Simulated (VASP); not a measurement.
Data:

```
Sr
1.0
    0.00000     3.04991     3.04991
    3.04991     0.00000     3.04991
    3.04991     3.04991     0.00000
Sr
1
Cartesian
  0.00000   0.00000   0.00000
```

Calculation: PBE GGA with D3 dispersion (zero damping), VASP's PBE PAW potentials (set 64) (plane waves; VASP). Run with 520 eV cut-off, 8×8×8 Γ-centred mesh, Gaussian smearing of 0.050 eV, potentials Sr_sv.

Q: Estimate the energy per atom (σ→0), band gap (on the k-mesh) with the smallest direct gap where there is one.

A: 
The band gap (on the k-mesh) is none (metal, semimetal or under 0.01 eV) and the energy per atom (σ→0) is -172.4 kJ/mol of atoms.

Only differences to runs with the same potentials and settings are physical.

The compound is Sr in the fcc structure. This cell is one point of a volume scan, at 1.06 of the reference volume.
